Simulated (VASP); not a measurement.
Data:

```xyz
4
Lattice="0.0000 1.9951 1.9951 1.9951 0.0000 1.9951 8.0496 8.0496 -0.0692" Properties=species:S:1:pos:R:3 pbc="T T T"
Rh     0.0000     0.0000     0.0000
Au     1.9675     1.9675     0.0277
Au     4.0248     4.0248    -0.0346
Au     8.0773     8.0773     3.8934
```

Computed with PBEsol GGA, VASP's PBE PAW potentials (set 64) (plane waves; VASP). Run with 400 eV cut-off, Gaussian smearing of 0.050 eV, potentials Rh_pv Au.

### Question
Give the energies of bands 14 to 27 at the high-symmetry points, in eV from the Fermi level.

### Answer

```
band      Γ      T     H2      L     S0      F
----  -----  -----  -----  -----  -----  -----
14    -4.41  -4.49  -3.77  -3.38  -3.80  -3.37
15    -4.41  -3.63  -3.77  -2.65  -3.73  -3.01
16    -3.28  -3.21  -3.34  -2.41  -3.36  -2.73
17    -3.28  -3.21  -3.29  -2.41  -3.29  -1.67
18    -2.91  -3.10  -2.37  -1.67  -2.38  -1.55
19    -2.81  -3.10  -1.53  -1.57  -1.51  -1.54
20    -2.81  -2.68  -1.48  -1.52  -1.50  -1.09
21    -2.54  -2.25  -1.22  -1.35  -1.23  -0.58
22    -2.54  -2.25  -1.20  -0.33  -1.19  -0.50
23    -1.57  -2.19  -0.08   0.81  -0.08  -0.22
24    -1.57  -1.63   3.22   0.85   3.20   0.81
25    -0.58  -1.63   3.49   0.91   3.43   1.22
26    -0.03  -0.06   3.53   2.17   3.68   2.17
27    -0.03  -0.06   4.85   2.36   4.92   2.31
```

It has no gap at this level: it comes out as a metal or semimetal.

The structure was generated: Au3Rh was put into an ordered model structure (R-3m), which need not be its known phase. It was relaxed first.
